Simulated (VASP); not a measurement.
Input:

```xyz
5
Lattice="4.0918 0.0000 0.0000 0.0000 4.0918 0.0000 0.0000 0.0000 4.0918" Properties=species:S:1:pos:R:3 pbc="T T T"
Ba     2.0459     2.0459     2.0459
Ti     0.0000     0.0000     0.0000
O      2.0459     0.0000     0.0000
O      0.0000     2.0459     0.0000
O      0.0000     0.0000     2.0459
```

Calculation: PBE GGA, VASP's PBE PAW potentials (set 64) (plane waves; VASP 6.6.1). Settings: 400 eV cut-off, 6×6×6 Γ-centred mesh, Gaussian smearing of 0.010 eV, potentials Ba_sv Ti_sv O.

At this cut-off the stress carries a Pulay error, which pulls relaxed volumes low. Energy and stress use the plane-wave basis of the starting cell.

### Question
The ions, cell shape and volume are relaxed. Predict the relaxed structure.

### Answer

```xyz
5
Lattice="4.0079 0.0000 0.0000 0.0000 4.0079 0.0000 0.0000 0.0000 4.0079" Properties=species:S:1:pos:R:3 pbc="T T T"
Ba     2.0040     2.0040     2.0040
Ti     0.0000     0.0000     0.0000
O      2.0040     0.0000     0.0000
O      0.0000     2.0040     0.0000
O      0.0000     0.0000     2.0040
```
Space group Pm-3m (221), at a tolerance of 0.03 Å.

### Question
How do energy and volume change from the first to the last step?

### Answer
The energy (σ→0) changes by -29.3 meV/atom and the volume by -6.0 %, in 4 ionic steps.

```csv
step,E(σ→0) (eV),max force (eV/Å),pressure (GPa),volume (Å³)
1,-39.9734,0.000,-10.90,68.51
2,-39.8816,0.000,17.22,59.68
3,-40.1200,0.000,-0.20,64.46
4,-40.1200,0.000,0.04,64.38
```

The structure comes from a computed database's BaTiO3 entry; how it stands against other phases isn't given here. This run relaxes it. Symmetry was kept, so distortions that lower it aren't found. The run is one of a series of settings (EDIFFG = -0.01, IBRION = 2, ISIF = 3, NSW = 50 against the base run), some of them coarse on purpose.
